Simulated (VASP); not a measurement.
These are PBE GGA, VASP's PBE PAW potentials (set 64) (plane waves; VASP) values and carry that method's errors.

The input files of a VASP run:

File KPOINTS:
```
Automatic
0
Gamma
 4 4 4
0 0 0
```

INCAR:
```
SYSTEM = CdSe
PREC = Normal
ENCUT = 500
EDIFF = 1E-8
NELM = 100
ALGO = Normal
LREAL = .FALSE.
LASPH = .TRUE.
ISMEAR = 0
SIGMA = 0.01
GGA = PE
LWAVE = .TRUE.
LCHARG = .FALSE.
```

POSCAR:
```
CdSe
1
    0.0000000000     3.0702700000     3.0702700000
    3.0702700000     0.0000000000     3.0702700000
    3.0702700000     3.0702700000     0.0000000000
Cd Se
1 1
Direct
  0.0000000000   0.0000000000   0.0000000000
  0.7500000000   0.7500000000   0.7500000000
```

POTCAR, in this order: Cd_sv_GW Se_GW (PBE.64 set). Program: vasp_std.

What VASP printed:

### OUTCAR
```
 ion  position               nearest neighbor table
   1  0.000  0.000  0.000-   2 2.66   2 2.66   2 2.66   2 2.66
   2  0.750  0.750  0.750-   1 2.66   1 2.66   1 2.66   1 2.66
  LATTYP: Found a face centered cubic cell.
 ALAT       =     6.1405400000
 Subroutine PRICEL returns:
 Original cell was already a primitive cell.
 Subroutine GETGRP returns: Found 24 space group operations
The static configuration has the point symmetry T_d .
The dynamic configuration has the point symmetry T_d .
 Subroutine INISYM returns: Found 24 space group operations
 Subroutine IBZKPT returns following result:
 Found      8 irreducible k-points:

 Following reciprocal coordinates:
            Coordinates               Weight
  0.000000  0.000000  0.000000      1.000000
  0.250000  0.000000  0.000000      8.000000
  0.500000  0.000000  0.000000      4.000000
  0.250000  0.250000  0.000000      6.000000
  0.500000  0.250000  0.000000     24.000000
 -0.250000  0.250000  0.000000     12.000000
  0.500000  0.500000  0.000000      3.000000
 -0.250000  0.500000  0.250000      6.000000
   k-points           NKPTS =      8   k-points in BZ     NKDIM =      8   number of bands    NBANDS=     17
   number of dos      NEDOS =    301   number of ions     NIONS =      2
   total plane-waves  NPLWV =  13824
   dimension x,y,z NGX =    24 NGY =   24 NGZ =   24
   dimension x,y,z NGXF=    48 NGYF=   48 NGZF=   48
   ions per type =               1   1
   PREC   = normal    normal or accurate (medium, high low for compatibility)
   ISTART =      0    job   : 0-new  1-cont  2-samecut
   ICHARG =      2    charge: 1-file 2-atom 10-const
   ISPIN  =      1    spin polarized calculation?
   LNONCOLLINEAR =      F non collinear calculations
   LSORBIT =      F    spin-orbit coupling
   INIWAV =      1    electr: 0-lowe 1-rand  2-diag
   ENCUT  =  500.0 eV  36.75 Ry    6.06 a.u.   7.92  7.92  7.92*2*pi/ulx,y,z
   NELM   =    100;   NELMIN=  2; NELMDL= -5     # of ELM steps
   EDIFF  = 0.1E-07   stopping-criterion for ELM
...
```

OSZICAR:
```
       N       E                     dE             d eps       ncg     rms          rms(c)
DAV:   1     0.356849192297E+03    0.35685E+03   -0.15021E+04   304   0.180E+03
DAV:   2     0.390389649157E+02   -0.31781E+03   -0.30340E+03   272   0.633E+02
DAV:   3    -0.415928063195E+01   -0.43198E+02   -0.42938E+02   400   0.239E+02
DAV:   4    -0.587962627855E+01   -0.17203E+01   -0.17192E+01   367   0.514E+01
DAV:   5    -0.590908341408E+01   -0.29457E-01   -0.29455E-01   380   0.712E+00    0.196E+01
DAV:   6    -0.552816260662E+01    0.38092E+00   -0.10267E+00   416   0.174E+01    0.142E+01
DAV:   7    -0.551743583108E+01    0.10727E-01   -0.48195E-01   410   0.657E+00    0.342E+00
DAV:   8    -0.550742065865E+01    0.10015E-01   -0.53559E-02   394   0.274E+00    0.252E-01
DAV:   9    -0.550724175378E+01    0.17890E-03   -0.53380E-03   319   0.126E+00    0.663E-02
DAV:  10    -0.550733181666E+01   -0.90063E-04   -0.22320E-04   350   0.216E-01    0.421E-02
DAV:  11    -0.550735184232E+01   -0.20026E-04   -0.41496E-05   366   0.128E-01    0.102E-02
DAV:  12    -0.550735357341E+01   -0.17311E-05   -0.52159E-06   338   0.429E-02    0.219E-03
DAV:  13    -0.550735377198E+01   -0.19857E-06   -0.37501E-07   382   0.792E-03    0.807E-04
DAV:  14    -0.550735382886E+01   -0.56883E-07   -0.34106E-08   262   0.194E-03    0.568E-04
DAV:  15    -0.550735383179E+01   -0.29231E-08   -0.53707E-09   211   0.206E-03
   1 F= -.55073538E+01 E0= -.55073538E+01  d E =-.314133-119
```

OUTCAR:
```
------------------------ aborting loop because EDIFF is reached ----------------------------------------
  FORCE on cell =-STRESS in cart. coord.  units (eV):
  Direction    XX          YY          ZZ          XY          YZ          ZX
  --------------------------------------------------------------------------------------
  Total        0.1260103      0.1260103      0.1260103      0.0000000      0.0000000      0.0000000
  in kB        3.4878418      3.4878418      3.4878418      0.0000000      0.0000000      0.0000000
  external PRESSURE =       3.4878418 kB  Pullay stress =       0.0000000 kB
  volume of cell :       57.88
      direct lattice vectors                 reciprocal lattice vectors
     0.000000000  3.070270000  3.070270000    -0.162852127  0.162852127  0.162852127
     3.070270000  0.000000000  3.070270000     0.162852127 -0.162852127  0.162852127
     3.070270000  3.070270000  0.000000000     0.162852127  0.162852127 -0.162852127
  FREE ENERGIE OF THE ION-ELECTRON SYSTEM (eV)
  ---------------------------------------------------
  free  energy   TOTEN  =        -5.5073538318 eV

  energy  without entropy=       -5.5073538318  energy(sigma->0) =       -5.50735383
```
(Selected blocks of OUTCAR.)

The structure comes from a computed database's CdSe entry (F-43m); how it stands against other phases isn't given here. The cell was not relaxed at this level. The k-mesh is coarse (spacing up to 0.44 per Å, 2π included), so the numbers may not be converged in it.
